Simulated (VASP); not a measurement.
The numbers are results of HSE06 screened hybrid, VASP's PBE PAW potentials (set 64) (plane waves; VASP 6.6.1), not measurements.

Input for VASP

**POSCAR**
```
Al35N36
1.0
  4.6932676572  -8.1289780179   0.0000000000
  4.6932676572   8.1289780179   0.0000000000
  0.0000000000   0.0000000000  10.0192026156
Al N
35 36
Cartesian
  1.5602977365  -0.9030170991   2.4898859597
  1.5524757212   0.8980840442  10.0074992772
  1.5579340182  -0.9065266780   7.5222620853
  1.5529099080   0.8709507812   5.0359532995
  3.1260224616   1.8076342753   2.4652606202
  3.1251057674   3.6234815488  10.0074645476
  3.1033022365   1.8185169495   7.5140095356
  3.1489283106   3.6373030778   5.0356230696
  4.6903998444   4.5185033842   2.4899035173
  4.6908031886   6.3222794465   0.0036875976
  4.6905978802   4.5195485912   7.5221330139
  4.6905633551   6.3224975942   5.0031557444
  3.1268920734  -3.6125691510   2.4860683599
  3.1176179123  -1.8129015774  10.0084337682
  3.1286419301  -3.6156469479   7.5184809093
  3.0938812690  -1.7973649755   5.0364158561
  4.6905887574  -0.9018388321   2.4662383631
  4.6910168303   0.9031816694   9.9798135893
  4.6903281233  -0.9303011090   7.5149512865
  6.2561467946   1.8079433886   2.4650114026
  6.2558601030   3.6236591841  10.0078390584
  6.2780935636   1.8188835867   7.5145831740
  6.2316018655   3.6368093302   5.0353349123
  4.6904248464  -6.3202916708   2.4856518797
  4.6907684875  -4.5163716475  10.0184166933
  4.6905976389  -6.3200068078   7.5186443947
  4.6901324343  -4.5151861580   5.0075870072
  6.2539583319  -3.6120224155   2.4859714843
  6.2641736100  -1.8126461950  10.0082300828
  6.2522057892  -3.6155468859   7.5185097616
  6.2871145891  -1.7969874300   5.0362491926
  7.8213120489  -0.9030039610   2.4897296010
  7.8299181886   0.8979547081  10.0074427649
  7.8234239776  -0.9063921003   7.5223299523
  7.8283312733   0.8708351864   5.0359352680
  1.5574397303  -0.9056070622   4.4184414499
  1.5570546406   0.8984724801   1.9016904983
  1.5584610233  -0.9060201500   9.4308298945
  1.5557571018   0.8974787995   6.9340557320
  2.9179921633   1.9261920225   4.3424333923
  3.1281973087   3.6209078453   1.9014826429
  3.1124897805   1.8139477428   9.4489858328
  3.1269807574   3.6193797340   6.9339242951
  4.6902793791   4.5208355514   4.4186336503
  4.6907062120   6.3233550575   1.9180588596
  4.6906837219   4.5201434681   9.4306449510
  4.6903834049   6.3216935667   6.9231206080
  3.1271996373  -3.6125060588   4.4126670859
  3.1192186076  -1.8064555092   1.9028001510
  3.1286487513  -3.6145597800   9.4294163603
  3.1192574927  -1.8101895496   6.9341218808
  4.6906006928  -1.1386831708   4.3445571657
  4.6909741760   0.9045755095   1.9035362428
  4.6905534659  -0.9195980104   9.4496900545
  4.6905090648   0.9018020420   7.2125584260
  6.4627708928   1.9262167590   4.3419699160
  6.2523449817   3.6210856277   1.9017005225
  6.2696391168   1.8143599080   9.4492605744
  6.2539593662   3.6189695848   6.9337184386
  4.6905634743  -6.3205101745   4.4125881506
  4.6910246920  -4.5150210455   1.9169143030
  4.6912868289  -6.3201998524   9.4294319452
  4.6905580048  -4.5167596404   6.9216591249
  6.2531684479  -3.6123378418   4.4126584884
  6.2624633345  -1.8062748451   1.9025294472
  6.2526241856  -3.6143040676   9.4294129969
  6.2618968003  -1.8100644373   6.9340803101
  7.8237323577  -0.9049643047   4.4185976222
  7.8247916897   0.8980872194   1.9014967179
  7.8234821671  -0.9059092919   9.4306657369
  7.8254007247   0.8978049374   6.9339541563
```

**KPOINTS**
```
Automatic
0
Gamma
 1 1 1
0 0 0
```

**INCAR**
```
# general
SYSTEM   = Al35N36
PREC     = Normal
ENCUT    = 400
LREAL    = Auto
LASPH    = .True.
ISYM     = 0
NELECT   = 284.0

# electronic loop
EDIFF    = 1E-5
NELM     = 50
NELMIN   = 4
ALGO     = Normal

# smearing
ISMEAR   = 0
SIGMA    = 0.05

# functional
GGA      = PE
LHFCALC  = .True.
AEXX     = 0.25
HFSCREEN = 0.2
PRECFOCK = Fast

# ions
ISIF     = 0

# output
LWAVE    = .False.
LCHARG   = .False.
```

POTCAR, in this order: Al N (PBE.64 set). Program: vasp_gam. Read from the step before: WAVECAR.

### Question
What will the output report for the number of irreducible k-points (NKPTS), largest plane-wave count, FFT grid (NGX, NGY, NGZ)?

### Answer

```json
{
 "number of irreducible k-points (NKPTS)": "1",
 "largest_plane_wave_count": "6983",
 "FFT grid (NGX, NGY, NGZ)": "48 × 48 × 50"
}
```

The cell is a supercell with a defect, built from AlN (wurtzite): vac_Al, charge +1. The cell's shape comes from a PBE relaxation. The run is not spin-polarised, so no state with unpaired spins was tried.
